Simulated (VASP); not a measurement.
Runs of VASP 6.6.1 on NbB2. The structure is hexagonal, space group P6/mmm (No. 191). Conventional cell: a = 3.110 Å, b = 3.110 Å, c = 3.270 Å, α = 90.00°, β = 90.00°, γ = 120.00°. Nb (site symmetry 6/mmm) has 12 B at 2.43 Å as nearest neighbours. Around B (site symmetry -6m2) lie 3 B at 1.80 Å. 

```csv
task,cell,k mesh,cutoff (eV),smearing,mesh quality,gap on the mesh (eV),pressure (GPa)
relaxation of cell and atoms,relaxed,15 × 15 × 14,600,gaussian 0.1 eV,not flagged,none,0.0
single point,"P6/mmm, 8.94 Å³/atom",18 × 18 × 14,520,gaussian 0.15 eV,not flagged,none,(a)
single point,"P6/mmm, 9.13 Å³/atom",6 × 6 × 6,520,gaussian 0.1 eV,coarse,none,-6.4
single point,"P6/mmm, 8.94 Å³/atom",15 × 15 × 14,520,gaussian 0.1 eV,not flagged,none,0.0
```

Alike in all rows: level LDA; potentials or basis VASP PAW LDA potentials, release 64 (Nb_sv, B); no spin polarisation.

Problem. Fill in the values left out.

Solution. (a) 0.1.

Caveats: some runs use coarse meshes.

A k mesh can miss the band edges, and the runs leave out spin-orbit coupling on Nb.

A gap of «none» marks a metal or a gap under the smearing width.
